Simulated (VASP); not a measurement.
These are revTPSS meta-GGA, VASP's PBE PAW potentials (set 64) (plane waves; VASP 6.6.1) values and carry that method's errors.

The input files of a VASP run:

**INCAR**
```
LCHARG = .FALSE.
SIGMA = 0.1
EDIFF = 1E-7   ! SCF stop (eV)
NELM = 100
ALGO = Normal
IBRION = 2   ! conjugate gradients
LMIXTAU = .TRUE.
LREAL = .FALSE.
ENCUT = 520   ! plane-wave cut-off (eV)
LASPH = .TRUE.
NSW = 30
EDIFFG = -0.01
ISIF = 4
PREC = Accurate
METAGGA = RTPSS
SYSTEM = Mg
ISMEAR = 1   ! Methfessel-Paxton
LWAVE = .FALSE.
```

**POSCAR**
```
Mg
1.0
  1.5984784987  -2.7686464228   0.0000000000
  1.5984784987   2.7686464228   0.0000000000
  0.0000000000   0.0000000000   5.1048090438
Mg
2
direct
  0.3333330000   0.6666670000   0.2500000000
  0.6666670000   0.3333330000   0.7500000000
```

KPOINTS:
```
Automatic mesh
0
Gamma
13 13 7
0 0 0
```

POTCAR, in this order: Mg (PBE.64 set). Program: vasp_std.

The resulting files:

### OSZICAR
```
       N       E                     dE             d eps       ncg     rms          rms(c)
DAV:   1     0.827511723885E+01    0.82751E+01   -0.23614E+03  1008   0.114E+03
DAV:   2     0.509629996195E+00   -0.77655E+01   -0.75812E+01  1680   0.101E+02
DAV:   3     0.259523167456E+00   -0.25011E+00   -0.24410E+00  1830   0.190E+01
DAV:   4     0.254764493808E+00   -0.47587E-02   -0.46820E-02  1848   0.258E+00
DAV:   5     0.254701591313E+00   -0.62902E-04   -0.62901E-04  1854   0.324E-01    0.786E-01
DAV:   6    -0.587768682370E+01   -0.61324E+01   -0.80512E+00  1128   0.321E+01    0.796E-01
DAV:   7    -0.579114761353E+01    0.86539E-01   -0.26831E-01  1320   0.100E+01    0.844E-01
DAV:   8    -0.605241836086E+01   -0.26127E+00   -0.79686E-01  1518   0.222E+01    0.142E-01
DAV:   9    -0.609280963488E+01   -0.40391E-01   -0.77224E-01  1026   0.153E+01    0.162E-01
DAV:  10    -0.607596505213E+01    0.16845E-01   -0.29088E-02  1362   0.292E+00    0.120E-01
DAV:  11    -0.610161587602E+01   -0.25651E-01   -0.17171E-02  1044   0.225E+00    0.642E-02
DAV:  12    -0.610218036193E+01   -0.56449E-03   -0.47563E-04  1332   0.354E-01    0.188E-02
DAV:  13    -0.610236971888E+01   -0.18936E-03   -0.12012E-04  1134   0.192E-01    0.149E-02
DAV:  14    -0.610231328378E+01    0.56435E-04   -0.71151E-05  1086   0.152E-01    0.512E-03
DAV:  15    -0.610242055199E+01   -0.10727E-03   -0.29823E-05  1110   0.991E-02    0.632E-04
DAV:  16    -0.610242169809E+01   -0.11461E-05   -0.10677E-06  1338   0.194E-02    0.497E-04
DAV:  17    -0.610242237433E+01   -0.67624E-06   -0.24691E-07  1098   0.950E-03    0.135E-04
DAV:  18    -0.610242234991E+01    0.24418E-07   -0.63532E-08  1056   0.431E-03
   1 F= -.61024223E+01 E0= -.61017912E+01  d E =-.610242E+01
       N       E                     dE             d eps       ncg     rms          rms(c)
DAV:   1    -0.610323563106E+01   -0.81326E-03   -0.23268E-03  1386   0.275E-01    0.149E-02
DAV:   2    -0.610322967969E+01    0.59514E-05   -0.14648E-05  1170   0.283E-02    0.896E-03
DAV:   3    -0.610322676423E+01    0.29155E-05   -0.37062E-06  1158   0.122E-02    0.431E-04
DAV:   4    -0.610322662070E+01    0.14353E-06   -0.12813E-07  1068   0.232E-03    0.198E-04
DAV:   5    -0.610322687485E+01   -0.25415E-06   -0.22320E-08   636   0.161E-03    0.548E-05
DAV:   6    -0.610322664655E+01    0.22830E-06   -0.15321E-08   630   0.134E-03    0.444E-05
DAV:   7    -0.610322677294E+01   -0.12639E-06   -0.66086E-09   606   0.653E-04    0.626E-06
DAV:   8    -0.610322677578E+01   -0.28421E-08   -0.12100E-10   600   0.111E-04
   2 F= -.61032268E+01 E0= -.61027343E+01  d E =-.804426E-03
       N       E                     dE             d eps       ncg     rms          rms(c)
DAV:   1    -0.610367030151E+01   -0.44353E-03   -0.42917E-03  1374   0.372E-01    0.211E-02
DAV:   2    -0.610365846907E+01    0.11832E-04   -0.27550E-05  1110   0.387E-02    0.127E-02
DAV:   3    -0.610365271655E+01    0.57525E-05   -0.75192E-06  1170   0.173E-02    0.566E-04
DAV:   4    -0.610365259083E+01    0.12572E-06   -0.21636E-07  1164   0.301E-03    0.251E-04
DAV:   5    -0.610365287464E+01   -0.28381E-06   -0.32934E-08   612   0.195E-03    0.740E-05
DAV:   6    -0.610365260591E+01    0.26873E-06   -0.31222E-08   558   0.171E-03    0.679E-05
DAV:   7    -0.610365275799E+01   -0.15208E-06   -0.13694E-08   558   0.833E-04    0.862E-06
DAV:   8    -0.610365276129E+01   -0.32974E-08   -0.22272E-10   552   0.144E-04
   3 F= -.61036528E+01 E0= -.61034262E+01  d E =-.123041E-02
```

**OUTCAR**
```
------------------------ aborting loop because EDIFF is reached ----------------------------------------
  FORCE on cell =-STRESS in cart. coord.  units (eV):
  Direction    XX          YY          ZZ          XY          YZ          ZX
  --------------------------------------------------------------------------------------
  Total        0.0100582      0.0100582      0.0181676      0.0000000      0.0000000     -0.0000000
  in kB        0.3566542      0.3566543      0.6442043      0.0000000      0.0000000     -0.0000000
  external PRESSURE =       0.4525043 kB  Pullay stress =       0.0000000 kB
  volume of cell :       45.18
      direct lattice vectors                 reciprocal lattice vectors
     1.590992909 -2.755680996  0.000000000     0.314269157 -0.181443353  0.000000000
     1.590992909  2.755680996  0.000000000     0.314269157  0.181443353  0.000000000
    -0.000000000  0.000000000  5.152958100    -0.000000000  0.000000000  0.194063290
 POSITION                                       TOTAL-FORCE (eV/Angst)
 -----------------------------------------------------------------------------------
      1.59099      0.91856      1.28824        -0.000000      0.000000      0.000000
      1.59099     -0.91856      3.86472         0.000000     -0.000000      0.000000
 -----------------------------------------------------------------------------------
    total drift:                               -0.000001     -0.000006      0.000001
  FREE ENERGIE OF THE ION-ELECTRON SYSTEM (eV)
  ---------------------------------------------------
  free  energy   TOTEN  =        -6.1036527613 eV

  energy  without entropy=       -6.1029729655  energy(sigma->0) =       -6.10342616

 reached required accuracy - stopping structural energy minimisation
```
(Selected blocks of OUTCAR.)

CONTCAR:
```
Mg
   1.00000000000000
     1.5909929092330894   -2.7556809964113227    0.0000000000000000
     1.5909929092330894    2.7556809964113227    0.0000000000000000
    -0.0000000000000000    0.0000000000000000    5.1529581003956633
  Mg
     2
Direct
     0.3333330000000032    0.6666669999999968    0.2500000000000000
     0.6666669999999968    0.3333330000000032    0.7500000000000000
```

The compound is Mg in the hcp structure. This run relaxes it. Symmetry was kept, so distortions that lower it aren't found.
